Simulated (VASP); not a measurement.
# KAl (Pm-3m) in VASP: further runs

The runs below take KAl through band structure, with PBEsol, RPBE, revPBE.

Program: VASP 6.6.1. These are calculated values, not measurements. Logs are shortened: lines on timing, memory, paths and dates and some standing lists are left out, and cuts for length are marked.

## Step 1: The crystal as given

Symmetry: Pm-3m, No. 221, cubic system. Conventional cell: a = 4.127 Å, b = 4.127 Å, c = 4.127 Å, α = 90.00°, β = 90.00°, γ = 90.00°. K (site symmetry m-3m) has 8 Al at 3.57 Å as nearest neighbours. Al (site symmetry m-3m) has 8 K at 3.57 Å as nearest neighbours.

The cell was built by a generator and needn't be a form met in nature.

## Step 2: Band structure, PBEsol

Input file INCAR:

```
SYSTEM = KAl
ALGO = Normal
EDIFF = 1E-6
ENCUT = 520
GGA = PS
ISIF = 2
ISMEAR = -1
LASPH = .True.
LCHARG = .False.
LREAL = .False.
LWAVE = .False.
NELM = 100
PREC = Accurate
SIGMA = 0.05
```

Input file KPOINTS:

```
k-points
0
Gamma
  7 7 7
  0 0 0
```

Input file POSCAR:

```
KAl
1.0
    4.1269100000      0.0000000000      0.0000000000
    0.0000000000      4.1269100000      0.0000000000
    0.0000000000      0.0000000000      4.1269100000
K Al
1 1
Direct
    0.5000000000      0.5000000000      0.5000000000
    0.0000000000      0.0000000000      0.0000000000
```

Input file KPOINTS_OPT:

```
path GXMGRX,MR
15
line-mode
reciprocal
 0.0000000000  0.0000000000  0.0000000000  G
 0.0000000000  0.5000000000  0.0000000000  X

 0.0000000000  0.5000000000  0.0000000000  X
 0.5000000000  0.5000000000  0.0000000000  M

 0.5000000000  0.5000000000  0.0000000000  M
 0.0000000000  0.0000000000  0.0000000000  G

 0.0000000000  0.0000000000  0.0000000000  G
 0.5000000000  0.5000000000  0.5000000000  R

 0.5000000000  0.5000000000  0.5000000000  R
 0.0000000000  0.5000000000  0.0000000000  X

 0.5000000000  0.5000000000  0.0000000000  M
 0.5000000000  0.5000000000  0.5000000000  R
```

Potentials or basis: VASP PAW PBE potentials, release 64 (K_sv, Al).

Started as:

```console
cat potpaw_PBE.64/K_sv/POTCAR potpaw_PBE.64/Al/POTCAR > POTCAR
mpirun -np 1 vasp_std > vasp.out
```

OUTCAR:

```text
SYSTEM = KAl
   EDIFF = 1E-6
   ENCUT = 520
   GGA = PS
   ISIF = 2
   ISMEAR = -1
   LASPH = .True.
   LREAL = .False.
   NELM = 100
   PREC = Accurate

 ion  position               nearest neighbor table
   1  0.500  0.500  0.500-   2 3.57   2 3.57   2 3.57   2 3.57   2 3.57   2 3.57   2 3.57   2 3.57

   2  0.000  0.000  0.000-   1 3.57   1 3.57   1 3.57   1 3.57   1 3.57   1 3.57   1 3.57   1 3.57

  LATTYP: Found a simple cubic cell.
 ALAT       =     4.1269100000

  Lattice vectors:

 A1 = (   4.1269100000,   0.0000000000,   0.0000000000)
 A2 = (   0.0000000000,   4.1269100000,   0.0000000000)
 A3 = (   0.0000000000,   0.0000000000,   4.1269100000)

Analysis of symmetry for initial positions (statically):
=====================================================================
 Subroutine PRICEL returns:
 Original cell was already a primitive cell.

 Routine SETGRP: Setting up the symmetry group for a
 simple cubic supercell.

 Subroutine GETGRP returns: Found 48 space group operations
 (whereof 48 operations were pure point group operations)
 out of a pool of 48 trial point group operations.

The static configuration has the point symmetry O_h .

Analysis of symmetry for dynamics (positions and initial velocities):
=====================================================================
 Subroutine PRICEL returns:
 Original cell was already a primitive cell.

 Routine SETGRP: Setting up the symmetry group for a
 simple cubic supercell.

 Subroutine GETGRP returns: Found 48 space group operations
 (whereof 48 operations were pure point group operations)
 out of a pool of 48 trial point group operations.

The dynamic configuration has the point symmetry O_h .

 Subroutine INISYM returns: Found 48 space group operations
 (whereof 48 operations are pure point group operations),
 and found     1 'primitive' translations

----------------------------------------------------------------------------------------

                                     Primitive cell

  volume of cell :      70.2870

  direct lattice vectors                    reciprocal lattice vectors
     4.126910000  0.000000000  0.000000000     0.242312045  0.000000000  0.000000000
     0.000000000  4.126910000  0.000000000     0.000000000  0.242312045  0.000000000
     0.000000000  0.000000000  4.126910000     0.000000000  0.000000000  0.242312045

  length of vectors
     4.126910000  4.126910000  4.126910000     0.242312045  0.242312045  0.242312045

  position of ions in fractional coordinates (direct lattice)
     0.500000000  0.500000000  0.500000000
     0.000000000  0.000000000  0.000000000

  ion indices of the primitive-cell ions
   primitive index   ion index
                 1           1
                 2           2

----------------------------------------------------------------------------------------

 KPOINTS: k-points

Automatic generation of k-mesh.
 Grid dimensions read from file:
 generate k-points for:    7    7    7

 Generating k-lattice:

  Cartesian coordinates                     Fractional coordinates (reciprocal lattice)
     0.034616006  0.000000000  0.000000000     0.142857143  0.000000000  0.000000000
     0.000000000  0.034616006  0.000000000     0.000000000  0.142857143  0.000000000
     0.000000000  0.000000000  0.034616006     0.000000000  0.000000000  0.142857143

  Length of vectors
     0.034616006  0.034616006  0.034616006

  Shift w.r.t. Gamma in fractional coordinates (k-lattice)
     0.000000000  0.000000000  0.000000000

 Subroutine IBZKPT returns following result:
 ===========================================

 Found     20 irreducible k-points:

 Following reciprocal coordinates:
            Coordinates               Weight
  0.000000  0.000000  0.000000      1.000000
  0.142857  0.000000  0.000000      6.000000
  0.285714  0.000000  0.000000      6.000000
  0.428571  0.000000  0.000000      6.000000
  0.142857  0.142857  0.000000     12.000000
  0.285714  0.142857  0.000000     24.000000
[... 12 lines left out ...]
  0.428571  0.428571  0.285714     24.000000
  0.428571  0.428571  0.428571      8.000000
   k-points           NKPTS =     20   k-points in BZ     NKDIM =     20   number of bands    NBANDS=     10
   number of dos      NEDOS =    301   number of ions     NIONS =      2
   total plane-waves  NPLWV =  32768
   dimension x,y,z NGX =    32 NGY =   32 NGZ =   32
   dimension x,y,z NGXF=    64 NGYF=   64 NGZF=   64
   ions per type =               1   1
   NGX,Y,Z   is equivalent  to a cutoff of  12.89, 12.89, 12.89 a.u.
   NGXF,Y,Z  is equivalent  to a cutoff of  25.78, 25.78, 25.78 a.u.
 SYSTEM =  KAl
   PREC   = accura    normal or accurate (medium, high low for compatibility)
   ISTART =      0    job   : 0-new  1-cont  2-samecut
   ICHARG =      2    charge: 1-file 2-atom 10-const
   ISPIN  =      1    spin polarized calculation?
   LNONCOLLINEAR =      F non collinear calculations
   LSORBIT =      F    spin-orbit coupling
   LASPH  =      T    aspherical Exc in radial PAW
   ENCUT  =  520.0 eV  38.22 Ry    6.18 a.u.   7.67  7.67  7.67*2*pi/ulx,y,z
   NELM   =    100;   NELMIN=  2; NELMDL= -5     # of ELM steps
   EDIFF  = 0.1E-05   stopping-criterion for ELM
   LREAL  =      F    real-space projection
   EDIFFG = 0.1E-04   stopping-criterion for IOM
   NSW    =      0    number of steps for IOM
   IBRION =     -1    ionic relax: 0-MD 1-quasi-New 2-CG
   NFREE  =      0    steps in history (QN), initial steepest desc. (CG)
   ISIF   =      2    stress and relaxation
   ISYM   =      2    0-nonsym 1-usesym 2-fastsym
   POTIM  = 0.5000    time-step for ionic-motion
   TEBEG  =    0.0;   TEEND  =   0.0 temperature during run
   PSTRESS=    0.0 pullay stress
   NELECT =      12.0000    total number of electrons
   NUPDOWN=      -1.0000    fix difference up-down
   EMIN   =  10.00;   EMAX   =-10.00  energy-range for DOS
   EFERMI =   0.00;   METHOD = LEGACY
   ISMEAR =    -1;   SIGMA  =   0.05  broadening in eV -4-tet -1-fermi 0-gaus
   EFERMI_NEDOS =   21; number of points for ismear=-14 and -15
   IALGO  =     38    algorithm
   IMIX   =      4    mixing-type and parameters
     AMIX     =   0.40;   BMIX     =  1.00
     AMIX_MAG =   1.60;   BMIX_MAG =  1.00
  volume/ion in A,a.u.               =      35.14       237.16
  Fermi-wavevector in a.u.,A,eV,Ry     =   0.908190  1.716231 11.222219  0.824810
  Thomas-Fermi vector in A             =   2.032087
   LORBIT       =      0    0 simple, 1 ext, 2 COOP (PROOUT), +10 PAW based schemes
   GGA     = PS    functional components
   LHFCALC =     F    Hartree Fock is set to
   AEXX    =    0.0000 exact exchange contribution
   IVDW    =     0    specifies the selected vdW correction
   LEPSILON=     F    determine dielectric tensor
   LRPA    =     F    only Hartree local field effects (RPA)
 non-spin polarized calculation
  energy-cutoff  :      520.00
  volume of cell :       70.29
 maximum number of plane-waves:      1907
 NGX is ok and might be reduce to    32
   NGX = 15   NGY = 15   NGZ = 15

 number of electron      12.0000003 magnetization

 Free energy of the ion-electron system (eV)
  ---------------------------------------------------
  ext. energy  EPLUGINS =         0.00000000
  ---------------------------------------------------
  free energy    TOTEN  =        -4.01957000 eV

  energy without entropy =       -4.00772722  energy(sigma->0) =       -4.01364861

 E-fermi :   1.3713     XC(G=0):  -7.7918

 val. band max:        1.3458370539   @ k =   0.2857   0.2857   0.0000
 cond. band min:       1.4963399403   @ k =   0.4286   0.4286   0.4286
 fundamental gap:      0.1505028864
 Fermi energy:         1.3713208122

 k-point     1 :       0.0000    0.0000    0.0000
  band No.  band energies     occupation
      1     -28.9616      2.00000
      2     -12.4968      2.00000
      3     -12.4968      2.00000
      4     -12.4968      2.00000
      5      -4.1491      2.00000
      6       4.1206      0.00000
      7       4.1206      0.00000
      8       4.1206      0.00000
      9       4.2836      0.00000
     10       4.2836      0.00000

 k-point     2 :       0.1429    0.0000    0.0000
  band No.  band energies     occupation
      1     -28.9600      2.00000
      2     -12.5300      2.00000
      3     -12.4937      2.00000
      4     -12.4937      2.00000
      5      -3.9767      2.00000
      6       2.5718      0.00000
      7       4.1076      0.00000
      8       4.1076      0.00000
      9       4.4460      0.00000
     10       5.4018      0.00000

 k-point     3 :       0.2857    0.0000    0.0000
  band No.  band energies     occupation
      1     -28.9564      2.00000
      2     -12.6030      2.00000
      3     -12.4868      2.00000
      4     -12.4868      2.00000
      5      -3.5064      2.00000
      6       0.9929      1.99897
      7       4.0711      0.00000
      8       4.0711      0.00000
      9       4.9227      0.00000
     10       6.4493      0.00000

 k-point     4 :       0.4286    0.0000    0.0000
  band No.  band energies     occupation
      1     -28.9534      2.00000
      2     -12.6603      2.00000
      3     -12.4812      2.00000
      4     -12.4812      2.00000
      5      -2.9549      2.00000
      6      -0.1315      2.00000
      7       4.0350      0.00000
      8       4.0350      0.00000
      9       5.6265      0.00000
     10       7.1977      0.00000

 k-point     5 :       0.1429    0.1429    0.0000
  band No.  band energies     occupation
      1     -28.9584      2.00000
      2     -12.5297      2.00000
      3     -12.5226      2.00000
      4     -12.4907      2.00000
      5      -3.8130      2.00000
      6       2.6727      0.00000
      7       2.6765      0.00000
      8       4.1264      0.00000
      9       5.0286      0.00000
     10       6.1739      0.00000

 k-point     6 :       0.2857    0.1429    0.0000
  band No.  band energies     occupation
      1     -28.9548      2.00000
      2     -12.5979      2.00000
      3     -12.5174      2.00000
      4     -12.4839      2.00000
      5      -3.3687      2.00000
      6       1.1286      1.98453
      7       2.9268      0.00000
      8       4.1594      0.00000
      9       5.4415      0.00000
     10       6.9241      0.00000
[... 131 lines left out ...]
 k-point    17 :       0.2857    0.2857    0.2857
  band No.  band energies     occupation
      1     -28.9462      2.00000
      2     -12.5788      2.00000
      3     -12.5666      2.00000
      4     -12.5666      2.00000
      5      -2.5361      2.00000
      6       1.7805      0.00056
      7       1.7805      0.00056
      8       2.1414      0.00000
      9       5.9833      0.00000
     10       5.9833      0.00000

 k-point    18 :       0.4286    0.2857    0.2857
  band No.  band energies     occupation
      1     -28.9434      2.00000
      2     -12.6214      2.00000
      3     -12.5656      2.00000
      4     -12.5590      2.00000
      5      -2.1648      2.00000
      6       0.9502      1.99956
      7       1.8492      0.00014
      8       2.5717      0.00000
      9       5.3404      0.00000
     10       5.5542      0.00000

 k-point    19 :       0.4286    0.4286    0.2857
  band No.  band energies     occupation
      1     -28.9406      2.00000
      2     -12.6122      2.00000
      3     -12.6105      2.00000
      4     -12.5546      2.00000
      5      -1.8153      2.00000
      6       1.2081      1.92637
      7       1.2174      1.91202
      8       2.4633      0.00000
      9       4.7402      0.00000
     10       5.8893      0.00000

 k-point    20 :       0.4286    0.4286    0.4286
  band No.  band energies     occupation
      1     -28.9379      2.00000
      2     -12.6037      2.00000
      3     -12.6017      2.00000
      4     -12.6017      2.00000
      5      -1.3566      2.00000
      6       1.2262      1.89594
      7       1.2262      1.89594
      8       1.4963      0.15166
      9       5.3135      0.00000
     10       5.5389      0.00000

------------------------ aborting loop because EDIFF is reached ----------------------------------------

  FORCE on cell =-STRESS in cart. coord.  units (eV):
  Direction    XX          YY          ZZ          XY          YZ          ZX
  --------------------------------------------------------------------------------------
  -------------------------------------------------------------------------------------
  Total       -0.3685786     -0.3685786     -0.3685786     -0.0000000     -0.0000000      0.0000000
  in kB       -8.4016718     -8.4016718     -8.4016718     -0.0000000     -0.0000000      0.0000000
  external PRESSURE =      -8.4016718 kB  Pullay stress =       0.0000000 kB

 VOLUME and BASIS-vectors are now :
 -----------------------------------------------------------------------------
  energy-cutoff  :      520.00
  volume of cell :       70.29
      direct lattice vectors                 reciprocal lattice vectors
     4.126910000  0.000000000  0.000000000     0.242312045  0.000000000  0.000000000
     0.000000000  4.126910000  0.000000000     0.000000000  0.242312045  0.000000000
     0.000000000  0.000000000  4.126910000     0.000000000  0.000000000  0.242312045

 POSITION                                       TOTAL-FORCE (eV/Angst)
 -----------------------------------------------------------------------------------
      2.06345      2.06345      2.06345         0.000000      0.000000      0.000000
      0.00000      0.00000      0.00000         0.000000      0.000000      0.000000
 -----------------------------------------------------------------------------------
    total drift:                                0.000000     -0.000000     -0.000000

  FREE ENERGIE OF THE ION-ELECTRON SYSTEM (eV)
  ---------------------------------------------------
  free  energy   TOTEN  =        -4.0195699984 eV

  energy  without entropy=       -4.0077272154  energy(sigma->0) =       -4.01364861
```

It took 18 s on 1 thread of Intel Xeon Platinum 8559C (Emerald Rapids), shared host; peak memory 0.18 GiB.

Results:

| Quantity | Value |
| --- | --- |
| Free energy | -4.0196 eV |
| Pressure | -0.8 GPa |
| Band gap along the path | none (metal or under the smearing width) |

Levels at the corners of the path, in eV from the Fermi level:
| point | band 2 | band 3 | band 4 | band 5 | band 6 | band 7 | band 8 | band 9 | band 10 |
| --- | --- | --- | --- | --- | --- | --- | --- | --- | --- |
| Γ | -13.87 | -13.87 | -13.87 | -5.52 | 2.75 | 2.75 | 2.75 | 2.91 | 2.91 |
| X | -14.04 | -13.85 | -13.85 | -4.22 | -1.69 | 2.66 | 2.66 | 4.46 | 5.54 |
| X | -14.04 | -13.85 | -13.85 | -4.22 | -1.69 | 2.66 | 2.66 | 4.46 | 5.54 |
| M | -14.00 | -14.00 | -13.84 | -3.63 | -0.26 | -0.26 | 2.18 | 3.95 | 5.37 |
| M | -14.00 | -14.00 | -13.84 | -3.63 | -0.26 | -0.26 | 2.18 | 3.95 | 5.37 |
| Γ | -13.87 | -13.87 | -13.87 | -5.52 | 2.75 | 2.75 | 2.75 | 2.91 | 2.91 |
| Γ | -13.87 | -13.87 | -13.87 | -5.52 | 2.75 | 2.75 | 2.75 | 2.91 | 2.91 |
| R | -13.98 | -13.98 | -13.98 | -2.43 | -0.22 | -0.22 | -0.22 | 4.13 | 4.13 |
| R | -13.98 | -13.98 | -13.98 | -2.43 | -0.22 | -0.22 | -0.22 | 4.13 | 4.13 |
| X | -14.04 | -13.85 | -13.85 | -4.22 | -1.69 | 2.66 | 2.66 | 4.46 | 5.54 |
| M | -14.00 | -14.00 | -13.84 | -3.63 | -0.26 | -0.26 | 2.18 | 3.95 | 5.37 |
| R | -13.98 | -13.98 | -13.98 | -2.43 | -0.22 | -0.22 | -0.22 | 4.13 | 4.13 |

Caveat: the PAW data sets were made with another functional, which shifts forces and pressure a little.

[end of part 1 of 2]
